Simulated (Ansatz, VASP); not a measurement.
## Be: VASP beside Ansatz

One calculation is typed for both programs; each brings its own data sets. How far apart do they land? The cell is taken from a series of runs on this material, whose earlier steps may have relaxed, scaled, displaced or heated it; both programs get it as it stands.

Calculated with Ansatz 0.2.0; plane waves, with VASP 6.6.1 beside it; zone-centre phonons at PBEsol.

This is not the structure that Be takes at ambient pressure and room temperature (hexagonal, No. 194); it is a model or a phase of other conditions.

**1. Set-up**

The structure is tetragonal, space group P4_2/mnm (No. 136). Conventional cell: a = 3.744 Å, b = 3.744 Å, c = 2.276 Å, α = 90.00°, β = 90.00°, γ = 90.00°. Be has 11 Be at 2.15 to 2.28 Å nearest.

Structure file:

```xyz
4
Lattice="3.7439 0.0000 0.0000 0.0000 3.7439 0.0000 0.0000 0.0000 2.2763" Properties=species:S:1:pos:R:3 pbc="T T T"
Be    1.1128    1.1128    0.0000
Be    2.6311    2.6311    0.0000
Be    0.7591    2.9847    1.1382
Be    2.9847    0.7591    1.1382
```

**2. VASP: zone-centre phonons, PBEsol**

Second derivatives magnify differences that forces hide, and they need a tight electronic threshold.

Lines of VASP's logs that name or quote its potential files are left out, and so is its time.

Input file INCAR:

```
SYSTEM = Be
PREC = Accurate
ENCUT = 600
EDIFF = 1E-08
NELM = 120
ISMEAR = 1
SIGMA = 0.2
LREAL = .FALSE.
ALGO = Normal
GGA = PS
NBANDS = 10
LORBIT = 11
LWAVE = .FALSE.
LCHARG = .FALSE.
ISIF = 2
IBRION = 8
LASPH = .TRUE.
GGA_COMPAT = .FALSE.
KPAR = 2
```

Input file POSCAR:

```
Be
1.0
    3.7438823600      0.0000000000      0.0000000000
    0.0000000000      3.7438823600      0.0000000000
    0.0000000000      0.0000000000      2.2763089883
Be
4
Direct
    0.2972313811      0.2972313811      0.0000000000
    0.7027686189      0.7027686189      0.0000000000
    0.2027686189      0.7972313811      0.5000000000
    0.7972313811      0.2027686189      0.5000000000
```

Input file KPOINTS:

```
Automatic mesh
0
Gamma
12 12 20
0 0 0
```

PAW data sets: Be (PBE family, release 64).

Run with:

```sh
> mpirun -np 2 vasp_std
```

Numbers of over 12 decimals in the logs are rounded to 6 here.

The log of the run:

```text
[banner, memory and clock lines left out]
running    2 mpi-ranks, on    1 nodes
 distrk:  each k-point on    1 cores,    2 groups
 distr:  one band on    1 cores,    1 groups

 POSCAR found type information on POSCAR Be
 POSCAR found :  1 types and       4 ions
|                                                                             |
|               ----> ADVICE to this user running VASP <----                  |
|                                                                             |
|     You enforced a specific xc type in the INCAR file but a different       |
|     [... a line on the potential file left out ...]
|     I HOPE YOU KNOW WHAT YOU ARE DOING!                                     |
|                                                                             |

 LDA part: xc-table for (Slater+PW92), standard interpolation
 POSCAR, INCAR and KPOINTS ok, starting setup
 FFT: planning ... GRIDC
 FFT: planning ... GRID_SOFT
 FFT: planning ... GRID
 WAVECAR not read
 entering main loop
       N       E                     dE             d eps       ncg     rms          rms(c)
DAV:   1     0.864373633476E+00    0.86437E+00   -0.36952E+03  6160   0.749E+02
DAV:   2    -0.154805616088E+02   -0.16345E+02   -0.15729E+02  9030   0.115E+02
DAV:   3    -0.158587197486E+02   -0.37816E+00   -0.37405E+00  8504   0.124E+01
DAV:   4    -0.158603097797E+02   -0.15900E-02   -0.15893E-02  8398   0.798E-01
DAV:   5    -0.158603128880E+02   -0.31083E-05   -0.31084E-05  7770   0.282E-02    0.178E+00
DAV:   6    -0.158067739967E+02    0.53539E-01   -0.12763E-02  7532   0.995E-01    0.107E+00
DAV:   7    -0.157850268280E+02    0.21747E-01   -0.19187E-02  7538   0.104E+00    0.774E-02
DAV:   8    -0.157849937226E+02    0.33105E-04   -0.67801E-04  7316   0.180E-01    0.127E-02
DAV:   9    -0.157849926344E+02    0.10883E-05   -0.33598E-06  9508   0.155E-02    0.384E-03
DAV:  10    -0.157849930561E+02   -0.42173E-06   -0.91291E-08  7342   0.213E-03    0.577E-04
DAV:  11    -0.157849930878E+02   -0.31699E-07   -0.83590E-09  6008   0.510E-04    0.955E-05
DAV:  12    -0.157849930841E+02    0.37020E-08   -0.64479E-10  4126   0.206E-04
   1 F= -.15784993E+02 E0= -.15785010E+02  d E =0.499138E-04
 Linear response reoptimize wavefunctions to high precision
DAV:   1    -0.157849930780E+02    0.60582E-08   -0.27181E-11  4972   0.609E-05
DAV:   2    -0.157849930780E+02    0.72475E-11   -0.21741E-12  3882   0.142E-05
 Linear response DOF=           2
 Linear response progress:
  Degree of freedom:   1/  2
       N       E                     dE             d eps       ncg     rms          rms(c)
RMM:   1    -0.141400790736E-01   -0.14140E-01    0.91075E-03 39496   0.624E-01
RMM:   2    -0.127408327281E-01    0.13992E-02   -0.19645E-03 26352   0.112E-01    0.908E-02
RMM:   3    -0.122663397963E-01    0.47449E-03   -0.47746E-04 25811   0.908E-02    0.383E-02
RMM:   4    -0.123795659939E-01   -0.11323E-03   -0.16932E-04 26722   0.548E-02    0.703E-03
RMM:   5    -0.123980928594E-01   -0.18527E-04   -0.31335E-06 27362   0.963E-03    0.107E-03
RMM:   6    -0.123999891122E-01   -0.18963E-05   -0.10795E-06 27604   0.120E-03    0.389E-04
RMM:   7    -0.123993363566E-01    0.65276E-06   -0.11925E-07 27680   0.316E-04    0.858E-05
RMM:   8    -0.123994120334E-01   -0.75677E-07   -0.56208E-08 28255   0.119E-04    0.114E-05
RMM:   9    -0.123993950311E-01    0.17002E-07    0.26660E-08 28616   0.398E-05    0.424E-06
RMM:  10    -0.123993914831E-01    0.35480E-08    0.48661E-09 27699   0.278E-05    0.503E-07
 first order change of Fermi-energy  -0.36878E+00
 force on displaced ion       1 direction 1 :  -7.307  -1.623   0.000
 Linear response progress:
  Degree of freedom:   2/  2
       N       E                     dE             d eps       ncg     rms          rms(c)
RMM:   1    -0.715906432073E-02   -0.71591E-02   -0.36649E-03 32688   0.327E-01
RMM:   2    -0.696807755340E-02    0.19099E-03   -0.35980E-05 25397   0.406E-02    0.373E-02
RMM:   3    -0.697110280470E-02   -0.30253E-05   -0.59522E-06 26306   0.156E-02    0.212E-02
RMM:   4    -0.702459230279E-02   -0.53489E-04   -0.11497E-05 25453   0.194E-02    0.115E-03
RMM:   5    -0.702454170860E-02    0.50594E-07    0.12197E-07 27115   0.174E-03    0.174E-04
RMM:   6    -0.702469029434E-02   -0.14859E-06    0.40430E-08 26338   0.142E-04    0.218E-05
RMM:   7    -0.702467585835E-02    0.14436E-07    0.51550E-09 27454   0.327E-05    0.690E-06
RMM:   8    -0.702469119916E-02   -0.15341E-07    0.21334E-10 26854   0.199E-05    0.145E-06
RMM:   9    -0.702468633233E-02    0.48668E-08   -0.99064E-10 25094   0.167E-05    0.268E-07
 first order change of Fermi-energy  -0.26465E-04
 force on displaced ion       1 direction 3 :  -0.002  -0.002  -6.956
 Linear response finished
```

Parts of OUTCAR (step 2):

```text
ion  position               nearest neighbor table
   1  0.297  0.297  0.000-   2 2.15   3 2.22   4 2.22   3 2.22   4 2.22   3 2.22   3 2.22   4 2.22
                             4 2.22
   2  0.703  0.703  0.000-   1 2.15   3 2.22   4 2.22   3 2.22   4 2.22   4 2.22   4 2.22   3 2.22
                             3 2.22
   3  0.203  0.797  0.500-   4 2.15   2 2.22   1 2.22   1 2.22   2 2.22   1 2.22   1 2.22   2 2.22
                             2 2.22
   4  0.797  0.203  0.500-   3 2.15   2 2.22   1 2.22   1 2.22   2 2.22   2 2.22   2 2.22   1 2.22
                             1 2.22

  LATTYP: Found a simple tetragonal cell.
 ALAT       =     3.7438823600
 C/A-ratio  =     0.6080076160

 Subroutine GETGRP returns: Found 16 space group operations
 (whereof  8 operations were pure point group operations)

The static configuration has the point symmetry D_2h.
 The point group associated with its full space group is D_4h.

 Found    308 irreducible k-points:

   k-points           NKPTS =    308   k-points in BZ     NKDIM =    308   number of bands    NBANDS=     10

   dimension x,y,z NGX =    30 NGY =   30 NGZ =   18
   dimension x,y,z NGXF=    60 NGYF=   60 NGZF=   36

   ENCUT  =  600.0 eV  44.10 Ry    6.64 a.u.   7.48  7.48  4.55*2*pi/ulx,y,z

   NELECT =       8.0000    total number of electrons

 k-points in reciprocal lattice and weights: Automatic mesh
   0.00000000  0.00000000  0.00000000       0.000
   0.08333333  0.00000000  0.00000000       0.001
   0.16666667  0.00000000  0.00000000       0.001
   0.25000000  0.00000000  0.00000000       0.001
   0.33333333  0.00000000  0.00000000       0.001
   0.41666667  0.00000000  0.00000000       0.001
   0.50000000  0.00000000  0.00000000       0.001
   0.08333333  0.08333333  0.00000000       0.001
   0.16666667  0.08333333  0.00000000       0.003
[...]
0.50000000  0.41666667  0.50000000       0.001
   0.50000000  0.50000000  0.50000000       0.000

 average (electrostatic) potential at core
       1 -32.9057       2 -32.9057       3 -32.9057       4 -32.9057

  Total       -0.0567065     -0.0567065     -0.0596851     -0.0000000      0.0000000      0.0000000
  in kB       -2.8475256     -2.8475256     -2.9970995     -0.0000000      0.0000000      0.0000000
  external PRESSURE =      -2.8973836 kB  Pullay stress =       0.0000000 kB

  energy-cutoff  :      600.00
  volume of cell :       31.91
      direct lattice vectors                 reciprocal lattice vectors
     3.743882360  0.000000000  0.000000000     0.267102410  0.000000000  0.000000000
     0.000000000  3.743882360  0.000000000     0.000000000  0.267102410  0.000000000
     0.000000000  0.000000000  2.276308988     0.000000000  0.000000000  0.439307671

 POSITION                                       TOTAL-FORCE (eV/Angst)
 -----------------------------------------------------------------------------------
      1.11280      1.11280      0.00000        -0.000210     -0.000210      0.000000
      2.63108      2.63108      0.00000         0.000210      0.000210      0.000000
      0.75914      2.98474      1.13815         0.000210     -0.000210      0.000000
      2.98474      0.75914      1.13815        -0.000210      0.000210      0.000000
 -----------------------------------------------------------------------------------
    total drift:                               -0.000000     -0.000000     -0.000000

 Eigenvectors and eigenvalues of the dynamical matrix
 ----------------------------------------------------

   1 f  =   20.935958 THz   131.544504 2PiTHz  698.348389 cm-1    86.584126 meV
             X         Y         Z           dx          dy          dz
      1.112799  1.112799  0.000000    -0.353553   -0.353553    0.000000
      2.631083  2.631083  0.000000     0.353553    0.353553   -0.000000
      0.759142  2.984741  1.138154    -0.353553    0.353553   -0.000000
      2.984741  0.759142  1.138154     0.353553   -0.353553   -0.000000

   2 f  =   18.411696 THz   115.684096 2PiTHz  614.148063 cm-1    76.144621 meV
             X         Y         Z           dx          dy          dz
      1.112799  1.112799  0.000000    -0.000000    0.000000    0.500000
      2.631083  2.631083  0.000000    -0.000000   -0.000000    0.500000
      0.759142  2.984741  1.138154     0.000000   -0.000000   -0.500000
      2.984741  0.759142  1.138154     0.000000    0.000000   -0.500000

   3 f  =   18.063231 THz   113.494626 2PiTHz  602.524524 cm-1    74.703487 meV
             X         Y         Z           dx          dy          dz
      1.112799  1.112799  0.000000    -0.087357    0.492331   -0.000000
      2.631083  2.631083  0.000000    -0.087357    0.492331    0.000000
      0.759142  2.984741  1.138154     0.087234   -0.492310    0.000000
      2.984741  0.759142  1.138154     0.087234   -0.492310   -0.000000

   4 f  =   18.063231 THz   113.494626 2PiTHz  602.524524 cm-1    74.703487 meV
             X         Y         Z           dx          dy          dz
      1.112799  1.112799  0.000000    -0.492310   -0.087234   -0.000000
      2.631083  2.631083  0.000000    -0.492310   -0.087234   -0.000000
      0.759142  2.984741  1.138154     0.492331    0.087357    0.000000
      2.984741  0.759142  1.138154     0.492331    0.087357    0.000000

   5 f  =   17.910700 THz   112.536249 2PiTHz  597.436654 cm-1    74.072671 meV
             X         Y         Z           dx          dy          dz
      1.112799  1.112799  0.000000    -0.353553    0.353553   -0.000000
      2.631083  2.631083  0.000000     0.353553   -0.353553   -0.000000
      0.759142  2.984741  1.138154    -0.353553   -0.353553    0.000000
      2.984741  0.759142  1.138154     0.353553    0.353553    0.000000

   6 f  =   14.413969 THz    90.565641 2PiTHz  480.798269 cm-1    59.611361 meV
             X         Y         Z           dx          dy          dz
      1.112799  1.112799  0.000000    -0.000000    0.000000   -0.000000
      2.631083  2.631083  0.000000    -0.000000   -0.000000    0.000000
      0.759142  2.984741  1.138154    -0.000000    0.000000    0.707107
      2.984741  0.759142  1.138154     0.000000   -0.000000   -0.707107

   7 f  =   14.413969 THz    90.565641 2PiTHz  480.798269 cm-1    59.611361 meV
             X         Y         Z           dx          dy          dz
      1.112799  1.112799  0.000000     0.000000    0.000000    0.707107
      2.631083  2.631083  0.000000    -0.000000   -0.000000   -0.707107
      0.759142  2.984741  1.138154    -0.000000    0.000000    0.000000
      2.984741  0.759142  1.138154     0.000000   -0.000000   -0.000000

   8 f  =   14.288236 THz    89.775637 2PiTHz  476.604265 cm-1    59.091371 meV
             X         Y         Z           dx          dy          dz
      1.112799  1.112799  0.000000    -0.353553   -0.353553    0.000000
      2.631083  2.631083  0.000000     0.353553    0.353553   -0.000000
      0.759142  2.984741  1.138154     0.353553   -0.353553    0.000000
      2.984741  0.759142  1.138154    -0.353553    0.353553   -0.000000

   9 f  =    0.000000 THz     0.000002 2PiTHz    0.000011 cm-1     0.000001 meV
             X         Y         Z           dx          dy          dz
      1.112799  1.112799  0.000000     0.000000    0.000000   -0.500000
      2.631083  2.631083  0.000000     0.000000    0.000000   -0.500000
      0.759142  2.984741  1.138154     0.000000    0.000000   -0.500000
      2.984741  0.759142  1.138154     0.000000    0.000000   -0.500000

  10 f/i=    0.002259 THz     0.014194 2PiTHz    0.075352 cm-1     0.009342 meV
             X         Y         Z           dx          dy          dz
      1.112799  1.112799  0.000000     0.404283    0.294304    0.000000
      2.631083  2.631083  0.000000     0.404283    0.294304    0.000000
      0.759142  2.984741  1.138154     0.404209    0.294203    0.000000
      2.984741  0.759142  1.138154     0.404209    0.294203    0.000000

  11 f/i=    0.002259 THz     0.014194 2PiTHz    0.075352 cm-1     0.009342 meV
             X         Y         Z           dx          dy          dz
      1.112799  1.112799  0.000000     0.294203   -0.404209   -0.000000
      2.631083  2.631083  0.000000     0.294203   -0.404209   -0.000000
      0.759142  2.984741  1.138154     0.294304   -0.404283   -0.000000
      2.984741  0.759142  1.138154     0.294304   -0.404283   -0.000000

  12 f/i=    5.534484 THz    34.774187 2PiTHz  184.610509 cm-1    22.888776 meV
             X         Y         Z           dx          dy          dz
      1.112799  1.112799  0.000000    -0.353553    0.353553   -0.000000
      2.631083  2.631083  0.000000     0.353553   -0.353553   -0.000000
      0.759142  2.984741  1.138154     0.353553    0.353553   -0.000000
      2.984741  0.759142  1.138154    -0.353553   -0.353553   -0.000000

 ELASTIC MODULI CONTR FROM IONIC RELAXATION (kBar)
 Direction    XX          YY          ZZ          XY          YZ          ZX
 --------------------------------------------------------------------------------
 XX        -113.8087   -113.8087    141.1639     -0.0000      0.0000      0.0000
 YY        -113.8087   -113.8087    141.1639     -0.0000     -0.0000      0.0000
 ZZ         141.1639    141.1639   -175.0943      0.0000     -0.0000     -0.0000
 XY          -0.0000     -0.0000      0.0000    -16.1551      0.0000      0.0000
 YZ           0.0000     -0.0000     -0.0000      0.0000    -65.6918      0.0000
 ZX           0.0000      0.0000     -0.0000      0.0000      0.0000    -61.9821
 --------------------------------------------------------------------------------
```

[end of part 1 of 2]

[Lines on the potential files, build, host, timing and source positions are cut from VASP's logs without a mark.]

[Logs are printed without paths, hosts, clocks, repeated set-up lines and the standing remarks that a program may print on its own settings, such as how far it seeks lower states.]

[Hosts, paths, dates, database ids (printed as entryN), source tags and the programs' standing remarks are cut or masked in the printed files.]
